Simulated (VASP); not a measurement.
CsCaH3:

```
CELL_PARAMETERS angstrom
4.62119 0.00000 0.00000
0.00000 4.62119 0.00000
0.00000 0.00000 4.62119
ATOMIC_POSITIONS crystal
Cs 0.00000 0.00000 0.00000
Ca 0.50000 0.50000 0.50000
H 0.50000 0.00000 0.50000
H 0.00000 0.50000 0.50000
H 0.50000 0.50000 0.00000
```

The cell comes from a database or a generator and needn't be the stable form of this composition.

Base run:

```yaml
Program: VASP 6.6.1
Functional: LDA
Potentials_or_basis: VASP PAW LDA potentials, release 64 (Cs_sv, Ca_sv, H)
Cutoff: 520 eV
k_mesh: 4 × 4 × 4
Occupations: gaussian, width 0.01 eV
Spin: no spin polarisation
```

Its results: band gap on the k mesh 2.79 eV, direct; pressure -2.3 GPa.

Question: The run is repeated on the same cell with these changes: k mesh from 4 × 4 × 4 to 2 × 2 × 2. What comes out?

Answer: Band gap on the k mesh 2.77 eV, direct; pressure -1.6 GPa.

Caveats: some runs use coarse meshes; spin-orbit coupling is left out, which moves the levels of the heavy elements.

A k mesh can miss the band edges.
